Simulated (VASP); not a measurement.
The input files of a VASP run:

KPOINTS:
```
Automatic mesh
0
Gamma
4 4 3
0 0 0
```

### POSCAR
```
La2S3
1
    4.6554290000     0.0000000000     0.0000000000
   -2.3277140000     4.0317200000     0.0000000000
    0.0000000000     0.0000000000     7.2538630000
La S
2 3
Direct
  0.3333330000   0.6666670000   0.2467000000
  0.6666670000   0.3333330000   0.7533000000
  0.0000000000   0.0000000000   0.0000000000
  0.3333330000   0.6666670000   0.6470000000
  0.6666670000   0.3333330000   0.3530000000
```

### INCAR
```
SYSTEM = La2S3
PREC = Accurate
ENCUT = 400
EDIFF = 1E-6
NELM = 100
ALGO = Normal
LREAL = .FALSE.
LASPH = .TRUE.
ISMEAR = 0
SIGMA = 0.05
GGA = PE
LMAXMIX = 6
LWAVE = .FALSE.
LCHARG = .FALSE.
ISIF = 2
IBRION = 0
NSW = 3
TEBEG = 300
```

POTCAR, in this order: La S (PBE.64 set). Program: vasp_std.

The resulting files:

File standard output:
```
 POSCAR found type information on POSCAR LaS
 POSCAR found :  2 types and       5 ions
 Reading from existing POTCAR

 -----------------------------------------------------------------------------
|                                                                             |
|     EEEEEEE  RRRRRR   RRRRRR   OOOOOOO  RRRRRR      ###     ###     ###     |
|     E        R     R  R     R  O     O  R     R     ###     ###     ###     |
|     E        R     R  R     R  O     O  R     R     ###     ###     ###     |
|     EEEEE    RRRRRR   RRRRRR   O     O  RRRRRR       #       #       #      |
|     E        R   R    R   R    O     O  R   R                               |
|     E        R    R   R    R   O     O  R    R      ###     ###     ###     |
|     EEEEEEE  R     R  R     R  OOOOOOO  R     R     ###     ###     ###     |
|                                                                             |
|     Fatal error! IBRION=0, but no entry for POTIM on file INCAR. MUST       |
|     be specified!                                                           |
|                                                                             |
|       ---->  I REFUSE TO CONTINUE WITH THIS SICK JOB ... BYE!!! <----       |
|                                                                             |
 -----------------------------------------------------------------------------
```

Read the log: what went wrong, and how is it fixed?

The cause: molecular dynamics (IBRION = 0) was asked for without POTIM. VASP stops with an error: Fatal error! IBRION=0, but no entry for POTIM on file INCAR. MUST be specified! ----> I REFUSE TO CONTINUE WITH THIS SICK JOB ... BYE!!! <---- To mend it, set POTIM to the time step in fs (1 to 2 fs suits most solids). The plain static run on this cell (PBE GGA, plane waves, VASP's PBE PAW potentials (set 64)) converges, and its OSZICAR ends with
```
   1 F= -.32896004E+02 E0= -.32896004E+02  d E =-.265816E-12
```

The structure was generated: La2S3 was put into the A-La2O3 type (P-3m1), which need not be its known phase. The cell was not relaxed at this level.
